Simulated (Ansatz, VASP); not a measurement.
# Cross-check of Pt between VASP and Ansatz, part 2 of 2

Wanted: the spread between two codes on one cell, functional and k mesh. The structure shown is the start of the Ansatz relaxation below; VASP solves that cell, so the two are compared at the walk's first step.

VASP 6.6.1 and Ansatz 0.2.0.

So far. Step 3 (VASP: single point, PBEsol, start cell, pair 1): The run ends at a pressure of -2.62 GPa, with forces up to 0.57 eV/Å.

## Step 5: Ansatz: relaxation, PBEsol

Level of this step: Ansatz beside VASP: Kohn-Sham DFT, plane waves, PBEsol (Ansatz).

The two programs are compared at the cell with which this relaxation starts, whose forces are those of its first step.

The structure compared here is the start of the Ansatz relaxation; VASP solves that cell, so the two are compared at the walk's first step.

Contents of input.yaml:

```yaml
crystal:
  lattice:
    - [1.8797179811, 1.8797179811, 0.0]
    - [-1.8797179811, 1.8797179811, 0.0]
    - [0.0, 0.0, 31.63998352]
  atoms:
    - { symbol: Pt, position: [0.0, 0.0, 0.2030735284] }
    - { symbol: Pt, position: [0.5, 0.5, 0.2673831987] }
    - { symbol: Pt, position: [0.0, 0.0, 0.331692869] }
  periodic: [true, true, false]
kpoints:
  mp_grid: { grid: [16, 16, 1] }
hamiltonian:
  xc: pbesol
  pseudopotentials: { kind: paw, azcp: { folder: soft_1 }, xc_functional: pbe }
scf:
  occupations: { method: gaussian, width: 0.1 }
output:
  forces: true
  stress: true
  eigenvalues: true
  write_density: true
  write_potential: true
  elf: true
  volumetric_format: npy
relax:
  adjacent_minimum: "off"
  f_tol: 0.005
  max_steps: 80
  cell: { stress_2d_tol: 0.02 }
```

Command:

```bash
ansatz run input.yaml --threads 4 --pin off --max-ram 16384MiB --backend cpu --events-out ev --progress --plain --runs-dir out
```

Numbers of over 12 decimals in the logs are rounded to 6 here.

The log of the run:

```text
[...]
Crystal: 3 atoms, lattice volume = 223.590 Å³
Basis set: ecut = 420 eV, 4365 PW (Γ), exchange–correlation on 36×36×432 points (8 copies of the dense FFT grid, shifted against one another)
Bands: 33, of which v1, the nominal top of the filled ones, is band 27 counted from 1 (26 counted from 0)
Symmetry: 16 space group operations
[...]
k-points: 45 of 256
[...]
--- Relaxed structure (4 steps of the walk, 3 accepted, 1 SCFs on fresh bases) ---
[...]
cell:  # Å, volume = 223.1042 Å³
    - [1.877676, 1.877676, 0.0]
    - [-1.877676, 1.877676, 0.0]
    - [0.0, 0.0, 31.63998352]
  atoms:
    - { symbol: Pt, position: [0, 0, 0.203139] }
    - { symbol: Pt, position: [0.5, 0.5, 0.267383] }
    - { symbol: Pt, position: [0, 0, 0.331627] }
[key lines of the parts left out:]
SCF converged after 7 iterations
Free energy (F): -37154.157325 eV
Fermi energy:    -5.897598 eV
P = ½ c Tr σ = -0.0095 N/m
```

## Step 6: VASP: single point, PBEsol, start cell, pair 2

The same cell, functional, mesh and smearing now go to VASP, with its own data sets.

Contents of INCAR:

```
SYSTEM = Pt
PREC = Accurate
ENCUT = 400
EDIFF = 1E-06
NELM = 120
ISMEAR = 0
SIGMA = 0.1
LREAL = .FALSE.
ALGO = Normal
GGA = PS
NBANDS = 21
LASPH = .TRUE.
LORBIT = 11
LWAVE = .FALSE.
LCHARG = .FALSE.
ISIF = 2
LDIPOL = .TRUE.
IDIPOL = 3
DIPOL = 0.5 0.5 0.267
LVHAR = .TRUE.
GGA_COMPAT = .FALSE.
NELMDL = -8
KPAR = 2
```

Contents of POSCAR:

```
Pt
1.0
    1.8797180000      1.8797180000      0.0000000000
   -1.8797180000      1.8797180000      0.0000000000
    0.0000000000      0.0000000000     31.6399840000
Pt
3
Direct
    0.0000000000      0.0000000000      0.2030735224
    0.5000000000      0.5000000000      0.2673831946
    0.0000000000      0.0000000000      0.3316928668
```

Contents of KPOINTS:

```
Automatic mesh
0
Gamma
16 16 1
0 0 0
```

PAW data sets: Pt (PBE family, release 64).

Command:

```bash
mpirun -np 2 vasp_std
```

The log of the run:

```text
[banner, memory and clock lines left out]
running    2 mpi-ranks, on    1 nodes
[...]
[... a notice as in an earlier step ...]

 LDA part: xc-table for (Slater+PW92), standard interpolation
 POSCAR, INCAR and KPOINTS ok, starting setup
[...]
entering main loop
       N       E                     dE             d eps       ncg     rms          rms(c)
DAV:   1     0.191910186636E+03    0.19191E+03   -0.10054E+04  1906   0.906E+02
DAV:   2    -0.921430407893E+01   -0.20112E+03   -0.19141E+03  2812   0.199E+02
DAV:   3    -0.199837841824E+02   -0.10769E+02   -0.10203E+02  2231   0.517E+01
DAV:   4    -0.202119795489E+02   -0.22820E+00   -0.21932E+00  2521   0.753E+00
[...]
DAV:  18    -0.189026269507E+02   -0.16947E-05   -0.85469E-06  2203   0.165E-02    0.590E-03
DAV:  19    -0.189026281097E+02   -0.11590E-05   -0.81097E-07  1405   0.651E-03    0.166E-03
DAV:  20    -0.189026289849E+02   -0.87525E-06   -0.37079E-07  1266   0.372E-03
   1 F= -.18902629E+02 E0= -.18890074E+02  d E =-.251109E-01
```

Parts of OUTCAR (step 6):

```text
  Total       -0.3524871     -0.3524871     -0.2333396      0.0000000     -0.0000000      0.0000000
  in kB       -2.5258187     -2.5258187     -1.6720427      0.0000000     -0.0000000      0.0000000
  external PRESSURE =      -2.2412267 kB  Pullay stress =       0.0000000 kB

 POSITION                                       TOTAL-FORCE (eV/Angst)
 -----------------------------------------------------------------------------------
      0.00000      0.00000      6.42524        -0.000000     -0.000000      0.049977
      0.00000      1.87972      8.46000         0.000000     -0.000000      0.000000
      0.00000      0.00000     10.49476         0.000000      0.000000     -0.049977
 -----------------------------------------------------------------------------------
    total drift:                                0.000000      0.000000      0.000198

  FREE ENERGIE OF THE ION-ELECTRON SYSTEM (eV)
  ---------------------------------------------------
  free  energy   TOTEN  =       -18.9026289849 eV

  energy  without entropy=      -18.8775180957  energy(sigma->0) =      -18.89007354

[... 3 further parts left out ...]
[key lines of the parts left out:]
E-fermi :  -2.4886
```

The run ends at a pressure of -0.22 GPa, with forces up to 0.050 eV/Å.

## Step 7: Differences

What differs besides the data sets and the points named for the pairs above, as far as they apply: the data sets hold 54 valence electrons in Ansatz (on its PAW soft_1 files) and 30 in VASP. Total energies have different zeros and are not compared.

Forces (eV/Å; atoms numbered as in POSCAR):

```
atom        Ansatz x, y, z          VASP x, y, z
 Pt1   0.000, 0.000, 0.040   0.000, 0.000, 0.050
 Pt2   0.000, 0.000, 0.000   0.000, 0.000, 0.000
 Pt3  0.000, 0.000, -0.040  0.000, 0.000, -0.050
```

The forces differ by 4.9 meV/Å r.m.s., which is 20.7 % of the r.m.s. force of 0.024 eV/Å (both taken over all components). With vacuum in the cell, a pressure given here is an average over mostly empty space and none of the material.

## Step 8: Ansatz: relaxation, PBEsol

The two programs are compared at the cell with which this relaxation starts, whose forces are those of its first step.

The structure compared here is the start of the Ansatz relaxation; VASP solves that cell, so the two are compared at the walk's first step.

input.yaml, the sections that differ from step 5:

```yaml
crystal:
  lattice:
    - [1.8776762793, 1.8776762793, 0.0]
    - [-1.8776762793, 1.8776762793, 0.0]
    - [0.0, 0.0, 31.63998352]
  atoms:
    - { symbol: Pt, position: [0.0, 0.0, 0.2031392672] }
    - { symbol: Pt, position: [0.5, 0.5, 0.2673831987] }
    - { symbol: Pt, position: [0.0, 0.0, 0.3316271302] }
  periodic: [true, true, false]
scf:
  occupations: { method: methfessel_paxton, width: 0.2 }
relax:
  adjacent_minimum: "off"
  f_tol: 0.001
  max_steps: 60
  cell: { stress_2d_tol: 0.002 }
# kpoints, hamiltonian, output: as in step 5
```

Command:

```bash
ansatz run input.yaml --threads 4 --pin off --max-ram 16384MiB --backend cpu --events-out ev --progress --plain --runs-dir out
```

The log of the run:

```text
[...]
Crystal: 3 atoms, lattice volume = 223.104 Å³
Basis set: ecut = 420 eV, 4365 PW (Γ), exchange–correlation on 36×36×432 points (8 copies of the dense FFT grid, shifted against one another)
Bands: 33, of which v1, the nominal top of the filled ones, is band 27 counted from 1 (26 counted from 0)
Symmetry: 16 space group operations
[...]
k-points: 45 of 256
[...]
--- Relaxed structure (4 steps of the walk, 3 accepted, 1 SCFs on fresh bases) ---
[...]
cell:  # Å, volume = 223.0554 Å³
    - [1.877471, 1.877471, 0.0]
    - [-1.877471, 1.877471, 0.0]
    - [0.0, 0.0, 31.63998352]
  atoms:
    - { symbol: Pt, position: [0, 0, 0.203148] }
    - { symbol: Pt, position: [0.5, 0.5, 0.267383] }
    - { symbol: Pt, position: [0, 0, 0.331619] }
[key lines of the parts left out:]
SCF converged after 10 iterations
Free energy (F): -37154.143027 eV
Fermi energy:    -5.902472 eV
P = ½ c Tr σ = -0.0011 N/m
```

## Step 9: VASP: single point, PBEsol, start cell, pair 3

The same cell, functional, mesh and smearing now go to VASP, with its own data sets.

INCAR: that of step 6 with these lines changed.

```diff
@@ -5,4 +5,4 @@
 NELM = 120
-ISMEAR = 0
-SIGMA = 0.1
+ISMEAR = 1
+SIGMA = 0.2
 LREAL = .FALSE.
```

Contents of POSCAR:

```
Pt
1.0
    1.8776760000      1.8776760000      0.0000000000
   -1.8776760000      1.8776760000      0.0000000000
    0.0000000000      0.0000000000     31.6399840000
Pt
3
Direct
    0.0000000000      0.0000000000      0.2031392620
    0.5000000000      0.5000000000      0.2673831946
    0.0000000000      0.0000000000      0.3316271272
```

KPOINTS is that of step 6.

Command:

```bash
mpirun -np 2 vasp_std
```

The log of the run:

```text
[... set-up lines as in an earlier step ...]
 entering main loop
       N       E                     dE             d eps       ncg     rms          rms(c)
DAV:   1     0.190010891624E+03    0.19001E+03   -0.10115E+04  1943   0.906E+02
DAV:   2    -0.928402445676E+01   -0.19929E+03   -0.18979E+03  2822   0.202E+02
DAV:   3    -0.200040045923E+02   -0.10720E+02   -0.10000E+02  2247   0.509E+01
DAV:   4    -0.202025329058E+02   -0.19853E+00   -0.19583E+00  2464   0.736E+00
[...]
DAV:  18    -0.188887653965E+02   -0.22394E-05   -0.44595E-06  2259   0.116E-02    0.702E-03
DAV:  19    -0.188887667453E+02   -0.13488E-05   -0.61681E-07  1364   0.618E-03    0.138E-03
DAV:  20    -0.188887675208E+02   -0.77551E-06   -0.27519E-07  1328   0.361E-03
   1 F= -.18888768E+02 E0= -.18888668E+02  d E =-.297885E-03
```

Parts of OUTCAR (step 9):

```text
  Total       -0.1254519     -0.1254519     -0.0918904      0.0000000      0.0000000     -0.0000000
  in kB       -0.9009077     -0.9009077     -0.6598925      0.0000000      0.0000000     -0.0000000
  external PRESSURE =      -0.8205693 kB  Pullay stress =       0.0000000 kB

 POSITION                                       TOTAL-FORCE (eV/Angst)
 -----------------------------------------------------------------------------------
      0.00000      0.00000      6.42732        -0.000000      0.000000      0.014774
      0.00000      1.87768      8.46000        -0.000000     -0.000000      0.000000
      0.00000      0.00000     10.49268         0.000000      0.000000     -0.014774
 -----------------------------------------------------------------------------------
    total drift:                                0.000000      0.000000      0.000216

  FREE ENERGIE OF THE ION-ELECTRON SYSTEM (eV)
  ---------------------------------------------------
  free  energy   TOTEN  =       -18.8887675208 eV

  energy  without entropy=      -18.8884696360  energy(sigma->0) =      -18.88866823

[... 1 part as in an earlier step ...]

[... 2 further parts left out ...]
[key lines of the parts left out:]
E-fermi :  -2.4831
```

The run ends at a pressure of -0.08 GPa, with forces up to 0.015 eV/Å.

## Step 10: Side by side

What differs besides the data sets and the points named for the pairs above, as far as they apply: the data sets hold 54 valence electrons in Ansatz (on its PAW soft_1 files) and 30 in VASP. Total energies have different zeros and are not compared.

At this near-relaxed geometry the largest component of a force difference is 10 meV/Å. With vacuum in the cell, a pressure given here is an average over mostly empty space and none of the material.

## Step 11: Outcome

```
r.m.s. force difference (single point, PBEsol, start cell, pair 1) : 2.2 % of the r.m.s. force
r.m.s. force difference (single point, PBEsol, start cell, pair 2) : 4.9 meV/Å
r.m.s. force difference (single point, PBEsol, start cell, pair 3) : 4.8 meV/Å
```

In words: The r.m.s. force difference is 2.2 % of the r.m.s. force (single point, PBEsol, start cell, pair 1), within the 3 % picked in this series as the mark of a large difference. The data sets hold unlike numbers of valence electrons (54 in Ansatz and 30 in VASP), so part of the differences comes from the potentials. 7 further runs of this series are not shown here. Such differences can come from data sets, numerical settings and the points named under the comparisons, not from the functional's error against experiment.

[Lines on the potential files, build, host, timing and source positions are cut from VASP's logs without a mark.]

[Logs are printed without paths, hosts, clocks, repeated set-up lines and the standing remarks that a program may print on its own settings, such as how far it seeks lower states.]

[Hosts, paths, dates, database ids (printed as entryN), source tags and the programs' standing remarks are cut or masked in the printed files.]
